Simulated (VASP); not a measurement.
An input for Ansatz (written as the equivalent of a VASP run, and not itself run):

Ansatz 0.2 input:
```yaml
crystal:
  lattice:
    - [-2.9347320, 2.9347320, 1.6020888]
    - [2.9347320, -2.9347320, 1.6020888]
    - [2.9347320, 2.9347320, -1.6020888]
  atoms:
    - { symbol: In, position: [0.2500000, 0.7500000, 0.5000000] }
    - { symbol: Sb, position: [0.0000000, 0.0000000, 0.0000000] }
kpoints:
  mp_grid: { grid: [12, 12, 12] }
hamiltonian:
  xc: r2scan
  pseudopotentials: { kind: paw }
scf:
  occupations: { method: methfessel_paxton, width: 0.1 }
  max_iter: 100
relax:
  max_steps: 60
  f_tol: 0.01
  cell: {}
output: { forces: true, stress: true, eigenvalues: true }
```

Translate this input to VASP (INCAR, KPOINTS, POSCAR, choice of POTCAR).

Several could match; the one computed here: 
File POSCAR:
```
InSb
1.0
 -2.9347319862   2.9347319862   1.6020888485
  2.9347319862  -2.9347319862   1.6020888485
  2.9347319862   2.9347319862  -1.6020888485
In Sb
1 1
Cart
  2.9347319862   0.0000000000   0.8010444242
  0.0000000000   0.0000000000   0.0000000000
```

File KPOINTS:
```
Automatic mesh
0
Gamma
12 12 12
0 0 0
```

### INCAR
```
LMAXMIX  =  4   # l cut-off of mixed one-centre charges
METAGGA  =  R2SCAN
ALGO  =  Normal   # blocked Davidson
EDIFF  =  1E-6   # SCF stop (eV)
ISMEAR  =  1   # Methfessel-Paxton
NELM  =  100   # most electronic steps
ENCUT  =  400
LREAL  =  .False.   # projection in real space or not
NSW  =  60   # most ionic steps
LMIXTAU  =  .True.
PREC  =  Accurate
LASPH  =  .True.
LWAVE  =  .False.
ISIF  =  3
LCHARG  =  .False.
SYSTEM  =  InSb
IBRION  =  2   # conjugate gradients
EDIFFG  =  -0.01
SIGMA  =  0.1
```

POTCAR, in this order: In_d Sb (PBE.64 set). Program: vasp_std.

The two are equivalent in intent, not identical: each code has its own PAW files, so the cut-off isn't converted (ENCUT is set for VASP's; basis.ecutwfc is left out, and Ansatz then takes the one that its files recommend); Ansatz stops its SCF on the density residual and VASP on the energy change (EDIFF).

The structure comes from a computed database's InSb entry (I-4m2); how it stands against other phases isn't given here. This run relaxes it. Symmetry was kept, so distortions that lower it aren't found. The start is the result of an earlier pass.
